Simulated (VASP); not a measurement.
# Shielding tensors and field gradients of SiC2N4, part 3 of 3

Wanted: the shieldings and field gradients at the nuclei of SiC2N4. The cell has space group Pn-3m. The start is a cell from a database of measured crystal structures.

VASP 6.6.1, plane waves and PAW; the level of theory is named at each step.

So far. Step 2 (Ground state): The cell has a gap of 3.98 eV on this mesh and a pressure of +40.9 GPa, which holds the misfit of the given cell and coordinates with this functional, and any error of cutoff, mesh and data sets. Forces of up to 9.3 eV/Å remain in these settings, so the given coordinates are far from this level's minimum.

### Step 3. Shielding tensors (continued)

Level of this step: chemical shifts by linear response (GIPAW), LDA; plane waves and PAW (Si, N, C) (VASP).

Parts of OUTCAR (step 3):

```text
 Found     10 irreducible k-points:

   k-points           NKPTS =     10   k-points in BZ     NKDIM =     10   number of bands    NBANDS=     46

   NELECT =      64.0000    total number of electrons

  Total       59.0753167     59.0753167     59.0753167      0.0000000      0.0000000      0.0000000
  in kB      399.3562219    399.3562219    399.3562219      0.0000000      0.0000000      0.0000000
  external PRESSURE =     399.3562219 kB  Pullay stress =       0.0000000 kB

 POSITION                                       TOTAL-FORCE (eV/Angst)
 -----------------------------------------------------------------------------------
      3.09425      3.09425      3.09425         0.000000     -0.000000      0.000000
      0.00000      0.00000      0.00000         0.000000     -0.000000      0.000000
      2.18454      2.18454      4.00396         5.319326      5.319326     -5.319326
      0.90971      5.27879      0.90971        -5.319326      5.319326     -5.319326
      4.00396      4.00396      4.00396        -5.319326     -5.319326     -5.319326
      5.27879      0.90971      0.90971         5.319326     -5.319326     -5.319326
      2.18454      4.00396      2.18454         5.319326     -5.319326      5.319326
      0.90971      0.90971      5.27879        -5.319326     -5.319326      5.319326
      4.00396      2.18454      2.18454        -5.319326      5.319326      5.319326
      5.27879      5.27879      5.27879         5.319326      5.319326      5.319326
      1.54713      4.64138      1.54713         0.000000     -0.000000      0.000000
      1.54713      1.54713      4.64138         0.000000     -0.000000      0.000000
      4.64138      1.54713      1.54713         0.000000     -0.000000      0.000000
      4.64138      4.64138      4.64138         0.000000     -0.000000      0.000000
 -----------------------------------------------------------------------------------
    total drift:                                0.000000      0.000000     -0.000000

 Electric field gradients after diagonalization (V/A^2)
 (convention: |V_zz| > |V_xx| > |V_yy|)
----------------------------------------------------------------------
 ion       V_xx      V_yy      V_zz     asymmetry (V_yy - V_xx)/ V_zz
----------------------------------------------------------------------
   1      -0.000    -0.000     0.000       0.121
   2      -0.000    -0.000     0.000       0.039
   3      -0.510    -0.510     1.021       0.000
   4      -0.510    -0.510     1.021       0.000
   5      -0.510    -0.510     1.021       0.000
   6      -0.510    -0.510     1.021       0.000
   7      -0.510    -0.510     1.021       0.000
   8      -0.510    -0.510     1.021       0.000
   9      -0.510    -0.510     1.021       0.000
  10      -0.510    -0.510     1.021       0.000
  11      29.169    29.169   -58.339       0.000
  12      29.169    29.169   -58.339       0.000
  13      29.169    29.169   -58.339       0.000
  14      29.169    29.169   -58.339       0.000
----------------------------------------------------------------------

  ORBITAL MAGNETIC SUSCEPTIBILITY, excluding core contribution
 -------------------------------------------------------------
  Approximate magnetic susceptibility, pGv (10^-6 cm^3/mole)
     1        -90.847077          0.000000          0.000000
     2          0.000000        -90.847077          0.000000
     3          0.000000          0.000000        -90.847077
 -------------------------------------------------------------
  Approximate magnetic susceptibility, vGv (10^-6 cm^3/mole)
     1        -86.307638         -0.000000          0.000000
     2          0.000000        -86.307638          0.000000
     3         -0.000000          0.000000        -86.307638

  CSA tensor (J. Mason, Solid State Nucl. Magn. Reson. 2, 285 (1993))
  for chemical shielding  (including the isotropic core contribution)

  BDIR labels direction of applied magnetic field (i.e. B0)
  For BDIR==1, B0 along x-axis, etc.
  Induced field listed along cartesian directions for each BDIR
 ------------------------------------------------------------------------------------------
                 EXCLUDING G=0 CONTRIBUTION              INCLUDING G=0 CONTRIBUTION
 ------------------------------------------------------------------------------------------
  ion  BDIR            X           Y           Z                X           Y           Z
          (   iso_shield        span        skew ) (   iso_shield        span        skew )
 ------------------------------------------------------------------------------------------
    1     1     434.3991     -0.0000     -0.0000         440.1019     -0.0000     -0.0000
          2       0.0000    434.3991     -0.0000           0.0000    440.1019     -0.0000
          3       0.0000      0.0000    434.3991           0.0000      0.0000    440.1019
          (     434.3991      0.0000      0.0000 ) (     440.1019      0.0000      0.0000 )

    2     1     434.3991      0.0000     -0.0000         440.1019     -0.0000     -0.0000
          2       0.0000    434.3991      0.0000           0.0000    440.1019      0.0000
          3       0.0000      0.0000    434.3991           0.0000      0.0000    440.1019
          (     434.3991      0.0000      0.0000 ) (     440.1019      0.0000      0.0000 )

    3     1     188.3691     51.5001    -51.5001         194.0719     51.5001    -51.5001
          2      51.5001    188.3691    -51.5001          51.5001    194.0719    -51.5001
          3     -51.5001    -51.5001    188.3691         -51.5001    -51.5001    194.0719
          (     188.3691    154.5004      1.0000 ) (     194.0719    154.5004      1.0000 )

    4     1     188.3691    -51.5001     51.5001         194.0719    -51.5001     51.5001
          2     -51.5001    188.3691    -51.5001         -51.5001    194.0719    -51.5001
          3      51.5001    -51.5001    188.3691          51.5001    -51.5001    194.0719
          (     188.3691    154.5004      1.0000 ) (     194.0719    154.5004      1.0000 )

    5     1     188.3691     51.5001     51.5001         194.0719     51.5001     51.5001
          2      51.5001    188.3691     51.5001          51.5001    194.0719     51.5001
          3      51.5001     51.5001    188.3691          51.5001     51.5001    194.0719
          (     188.3691    154.5004      1.0000 ) (     194.0719    154.5004      1.0000 )

    6     1     188.3691    -51.5001    -51.5001         194.0719    -51.5001    -51.5001
          2     -51.5001    188.3691     51.5001         -51.5001    194.0719     51.5001
          3     -51.5001     51.5001    188.3691         -51.5001     51.5001    194.0719
          (     188.3691    154.5004      1.0000 ) (     194.0719    154.5004      1.0000 )

    7     1     188.3691    -51.5001     51.5001         194.0719    -51.5001     51.5001
          2     -51.5001    188.3691    -51.5001         -51.5001    194.0719    -51.5001
          3      51.5001    -51.5001    188.3691          51.5001    -51.5001    194.0719
          (     188.3691    154.5004      1.0000 ) (     194.0719    154.5004      1.0000 )

    8     1     188.3691     51.5001    -51.5001         194.0719     51.5001    -51.5001
          2      51.5001    188.3691    -51.5001          51.5001    194.0719    -51.5001
          3     -51.5001    -51.5001    188.3691         -51.5001    -51.5001    194.0719
          (     188.3691    154.5004      1.0000 ) (     194.0719    154.5004      1.0000 )

    9     1     188.3691    -51.5001    -51.5001         194.0719    -51.5001    -51.5001
          2     -51.5001    188.3691     51.5001         -51.5001    194.0719     51.5001
          3     -51.5001     51.5001    188.3691         -51.5001     51.5001    194.0719
          (     188.3691    154.5004      1.0000 ) (     194.0719    154.5004      1.0000 )

   10     1     188.3691     51.5001     51.5001         194.0719     51.5001     51.5001
          2      51.5001    188.3691     51.5001          51.5001    194.0719     51.5001
          3      51.5001     51.5001    188.3691          51.5001     51.5001    194.0719
          (     188.3691    154.5004      1.0000 ) (     194.0719    154.5004      1.0000 )

   11     1      70.6374    -93.3451     93.3451          76.3401    -93.3451     93.3451
          2     -93.3451     70.6374    -93.3451         -93.3451     76.3401    -93.3451
          3      93.3451    -93.3451     70.6374          93.3451    -93.3451     76.3401
          (      70.6374    280.0353      1.0000 ) (      76.3401    280.0353      1.0000 )

   12     1      70.6374     93.3451    -93.3451          76.3401     93.3451    -93.3451
          2      93.3451     70.6374    -93.3451          93.3451     76.3401    -93.3451
          3     -93.3451    -93.3451     70.6374         -93.3451    -93.3451     76.3401
          (      70.6374    280.0353      1.0000 ) (      76.3401    280.0353      1.0000 )

   13     1      70.6374    -93.3451    -93.3451          76.3401    -93.3451    -93.3451
          2     -93.3451     70.6374     93.3451         -93.3451     76.3401     93.3451
          3     -93.3451     93.3451     70.6374         -93.3451     93.3451     76.3401
          (      70.6374    280.0353      1.0000 ) (      76.3401    280.0353      1.0000 )

   14     1      70.6374     93.3451     93.3451          76.3401     93.3451     93.3451
          2      93.3451     70.6374     93.3451          93.3451     76.3401     93.3451
          3      93.3451     93.3451     70.6374          93.3451     93.3451     76.3401
          (      70.6374    280.0353      1.0000 ) (      76.3401    280.0353      1.0000 )
 ------------------------------------------------------------------------------------------

[... 7 parts as in an earlier step ...]

[... 2 further parts left out ...]
```

The atoms bear forces, and field gradients depend strongly on their positions.

This step gave:

| Property | Result |
| --- | --- |
| free energy (TOTEN) | -120.8346 eV |
| Fermi energy | -0.629 eV |
| pressure | 39.94 GPa |

Valence and core; the G = 0 term is that of a spherical sample. NMR shielding, by row:

| atom | isotropic shielding (ppm) | span (ppm) | skew | isotropic shielding without the G = 0 term (ppm) |
| --- | --- | --- | --- | --- |
| Si1 | 440.1 | 0 | - | 434.4 |
| Si2 | 440.1 | 0 | - | 434.4 |
| N3 | 194.1 | 154.5 | 1 | 188.4 |
| N4 | 194.1 | 154.5 | 1 | 188.4 |
| N5 | 194.1 | 154.5 | 1 | 188.4 |
| N6 | 194.1 | 154.5 | 1 | 188.4 |
| N7 | 194.1 | 154.5 | 1 | 188.4 |
| N8 | 194.1 | 154.5 | 1 | 188.4 |
| N9 | 194.1 | 154.5 | 1 | 188.4 |
| N10 | 194.1 | 154.5 | 1 | 188.4 |
| C11 | 76.34 | 280 | 1 | 70.64 |
| C12 | 76.34 | 280 | 1 | 70.64 |
| C13 | 76.34 | 280 | 1 | 70.64 |
| C14 | 76.34 | 280 | 1 | 70.64 |

Ordered as |Vzz| ≥ |Vxx| ≥ |Vyy|, the program's way. Electric field gradients, by row:

| atom | Vxx (V/Å²) | Vyy (V/Å²) | Vzz (V/Å²) | asymmetry |
| --- | --- | --- | --- | --- |
| Si1 | 0 | 0 | 0 | - |
| Si2 | 0 | 0 | 0 | - |
| N3 | -0.51 | -0.51 | 1.021 | 0 |
| N4 | -0.51 | -0.51 | 1.021 | 0 |
| N5 | -0.51 | -0.51 | 1.021 | 0 |
| N6 | -0.51 | -0.51 | 1.021 | 0 |
| N7 | -0.51 | -0.51 | 1.021 | 0 |
| N8 | -0.51 | -0.51 | 1.021 | 0 |
| N9 | -0.51 | -0.51 | 1.021 | 0 |
| N10 | -0.51 | -0.51 | 1.021 | 0 |
| C11 | 29.17 | 29.17 | -58.34 | 0 |
| C12 | 29.17 | 29.17 | -58.34 | 0 |
| C13 | 29.17 | 29.17 | -58.34 | 0 |
| C14 | 29.17 | 29.17 | -58.34 | 0 |

### Step 4. Results

```yaml
si_isotropic_shielding: 440.1 ppm
n_isotropic_shielding: 194.1 ppm
c_isotropic_shielding: 76.3 ppm
```

**Reading.** At LDA the isotropic shieldings are Si 440.1 ppm; N 194.1 ppm; C 76.3 ppm. The widest tensor is that of C11, with a span (largest less smallest principal value) of 280 ppm. The largest field gradient is Vzz = -58.3 V/Å² at C11. Shifts were not obtained, since a shift is the shielding of a reference compound, computed alike, less these values. The G = 0 term is the part set by the sample's shape, taken here for a sphere. No finer mesh was run, so convergence in it isn't shown. The cell has space group Pn-3m. The given cell is kept, although it stands at +39.9 GPa at LDA and ENCUT = 520 eV, which holds the mismatch of the given cell with this functional, any error of the entry itself and any basis-set error. The atoms weren't relaxed and carry forces of up to 9.2 eV/Å at LDA in the first shielding run, so the numbers belong to the given coordinates, and a relaxation would change them. So large a force or stress means that the given cell is far from the equilibrium of this level, whether by faulty coordinates, another magnetic state or phase, or the functional; the values can't be taken for those of the compound at rest.

[Lines on the potential files, build, host, timing and source positions are cut from VASP's logs without a mark.]

[Logs are printed without paths, hosts, clocks, repeated set-up lines and the standing remarks that a program may print on its own settings, such as how far it seeks lower states.]

[Hosts, paths, dates, database ids (printed as entryN), source tags and the programs' standing remarks are cut or masked in the printed files.]
